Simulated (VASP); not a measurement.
Here is the system:

```yaml
crystal:
  lattice:
    - [3.36872, 0.00000, 0.00000]
    - [-1.68436, 2.91740, 0.00000]
    - [0.00000, 0.00000, 15.64764]
  atoms:
    - { symbol: B, position: [0.66667, 0.33333, 0.50000] }
    - { symbol: As, position: [0.33333, 0.66667, 0.50000] }
```

Calculation: r2SCAN meta-GGA, VASP's PBE PAW potentials (set 64) (plane waves; VASP). Run with 520 eV cut-off, 10×10×1 Γ-centred mesh, tetrahedra with Blöchl corrections, potentials B As.

The cell holds a wide vacuum, so values per volume refer to the whole cell.

Task: Estimate the energy per atom (σ→0), band gap (over mesh and band path) with the smallest direct gap where there is one.

Result: 
```
Property                                                 Value
---------------------------------------------  ---------------
band gap (over mesh and band path)                     0.98 eV
smallest direct gap (over mesh and band path)          0.98 eV
energy per atom (σ→0)                          -10.708 eV/atom
```

The cell is a sheet with vacuum, built from a generated structure.
